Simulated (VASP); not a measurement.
Consider the following.

```
SrCl2
1.0
    0.00000     3.40687     3.40687
    3.40687     0.00000     3.40687
    3.40687     3.40687     0.00000
Sr Cl
1 2
Direct
  0.00000   0.00000   0.00000
  0.25000   0.25000   0.25000
  0.75000   0.75000   0.75000
```

All values below come from LDA (Ceperley-Alder, Perdew-Zunger), VASP's LDA PAW potentials (set 64) (plane waves; VASP). Run with 400 eV cut-off, 5×5×5 Γ-centred mesh, Gaussian smearing of 0.050 eV, potentials Sr_sv Cl.

Task: What does the run give for the energy per atom (σ→0)?

Result: 
```yaml
energy per atom (σ→0): -4.692 eV/atom
```

Total energies compare only between runs with the same potentials, cut-off and functional.

The compound is SrCl2 in the fluorite structure. It was relaxed first, which changed the volume by -7 %. The start is the result of an earlier pass.
